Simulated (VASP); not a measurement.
A VASP calculation is set up with these files.

### KPOINTS
```
Regular mesh
0
gamma
  6 6 6
```

INCAR:
```
LCHARG = F
NELM = 100
LREAL = F   # projection in real space or not
LMAXMIX = 6
ISIF = 2
ALGO = Normal   # blocked Davidson
LWAVE = F
SIGMA = 0.05   # width (eV)
ENCUT = 520   # plane-wave cut-off (eV)
ISMEAR = 0   # Gaussian
EDIFF = 1E-6
GGA = PE   # PBE
LASPH = T
SYSTEM = CeO2
PREC = Accurate
```

**POSCAR**
```
CeO2
1
    0.0000000000     2.7015010000     2.7759240000
    2.7358450000     0.0000000000     2.7759240000
    2.7358450000     2.7015010000     0.0000000000
Ce O
1 2
Direct
  0.0000000000   0.0000000000   0.0000000000
  0.2500000000   0.2500000000   0.2500000000
  0.7462460000   0.7537540000   0.7537540000
```

POTCAR, in this order: Ce O (PBE.64 set). Program: vasp_std.

Q: Write an equivalent input for Ansatz.

A: One equivalent input (not run):
Ansatz 0.2 input:
```yaml
crystal:
  lattice:
    - [0.0000000, 2.7015010, 2.7759240]
    - [2.7358450, 0.0000000, 2.7759240]
    - [2.7358450, 2.7015010, 0.0000000]
  atoms:
    - { symbol: Ce, position: [0.0000000, 0.0000000, 0.0000000] }
    - { symbol: O, position: [0.2500000, 0.2500000, 0.2500000] }
    - { symbol: O, position: [0.7462460, 0.7537540, 0.7537540] }
kpoints:
  mp_grid: { grid: [6, 6, 6] }
hamiltonian:
  xc: pbe
  pseudopotentials: { kind: paw }
scf:
  occupations: { method: gaussian, width: 0.05 }
  max_iter: 100
output: { forces: true, stress: true, eigenvalues: true }
```
The two are equivalent in intent, not identical: each code has its own PAW files, so the cut-off isn't converted (ENCUT is set for VASP's; basis.ecutwfc is left out, and Ansatz then takes the one that its files recommend); Ansatz stops its SCF on the density residual and VASP on the energy change (EDIFF).

The compound is CeO2 in the fluorite structure. The cell was not relaxed at this level, atoms are displaced from their ideal sites.
